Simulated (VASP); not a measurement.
An input for Ansatz (written as the equivalent of a VASP run, and not itself run):

Ansatz 0.2 input:
```yaml
crystal:
  lattice:
    - [0.0000000, 2.7627300, 2.7328950]
    - [2.7624840, 0.0000000, 2.7328950]
    - [2.7624840, 2.7627300, 0.0000000]
  atoms:
    - { symbol: Ce, position: [0.0000000, 0.0000000, 0.0000000] }
    - { symbol: O, position: [0.2500000, 0.2500000, 0.2500000] }
    - { symbol: O, position: [0.7356860, 0.7643140, 0.7643140] }
kpoints:
  mp_grid: { grid: [6, 6, 6] }
hamiltonian:
  xc: pbe
  pseudopotentials: { kind: paw }
scf:
  occupations: { method: gaussian, width: 0.05 }
  max_iter: 100
output: { forces: true, stress: true, eigenvalues: true }
```

Q: Translate this input to VASP (INCAR, KPOINTS, POSCAR, choice of POTCAR).

A: One answer among several that fit: 
**KPOINTS**
```
Regular mesh
0
Gamma
6 6 6
0 0 0
```

File POSCAR:
```
CeO2
1.0
  0.0000000000   2.7627300000   2.7328950000
  2.7624840000   0.0000000000   2.7328950000
  2.7624840000   2.7627300000   0.0000000000
Ce O
1 2
Cart
  0.0000000000   0.0000000000   0.0000000000
  1.3812420000   1.3813650000   1.3664475000
  4.2228103920   4.1440950000   4.0993425000
```

INCAR:
```
! general
SYSTEM  = CeO2
PREC    = Accurate
ENCUT   = 800
LREAL   = F   ! projection in real space or not
LASPH   = T

! electronic loop
EDIFF   = 1E-6
NELM    = 100   ! most electronic steps
ALGO    = Normal   ! blocked Davidson
LMAXMIX = 6   ! l cut-off of mixed one-centre charges

! smearing
ISMEAR  = 0   ! Gaussian
SIGMA   = 0.05   ! width (eV)

! functional
GGA     = PE

! ions
ISIF    = 2   ! forces and stress, cell fixed

! output
LWAVE   = F
LCHARG  = F
```

POTCAR, in this order: Ce O_h (PBE.64 set). Program: vasp_std.

The two are equivalent in intent, not identical: each code has its own PAW files, so the cut-off isn't converted (ENCUT is set for VASP's; basis.ecutwfc is left out, and Ansatz then takes the one that its files recommend); Ansatz stops its SCF on the density residual and VASP on the energy change (EDIFF).

The compound is CeO2 in the fluorite structure. The cell was not relaxed at this level, atoms are displaced from their ideal sites. The run is one of a series of settings (ENCUT = 800, POTCAR Ce O_h (PBE.64 set) against the base run), some of them coarse on purpose.
